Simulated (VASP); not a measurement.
Given:

```
SrCl2
1.0
    0.00000     3.45475     3.45475
    3.45475     0.00000     3.45475
    3.45475     3.45475     0.00000
Sr Cl
1 2
Direct
  0.00000   0.00000   0.00000
  0.25000   0.25000   0.25000
  0.75000   0.75000   0.75000
```

The numbers are results of AM05 GGA, VASP's PBE PAW potentials (set 64) (plane waves; VASP), not measurements. Numerical set-up: 520 eV cut-off, 6×6×6 Γ-centred mesh, Gaussian smearing of 0.050 eV, potentials Sr_sv Cl.

Task: Give the stress tensor in GPa (positive for a compressed cell).

Result: 
```
1.06  0.00  0.00
0.00  1.06  0.00
0.00  0.00  1.06
```
The pressure is its mean diagonal, 1.06 GPa.

The compound is SrCl2 in the fluorite structure. This cell is one point of a volume scan, at 0.97 of the reference volume.
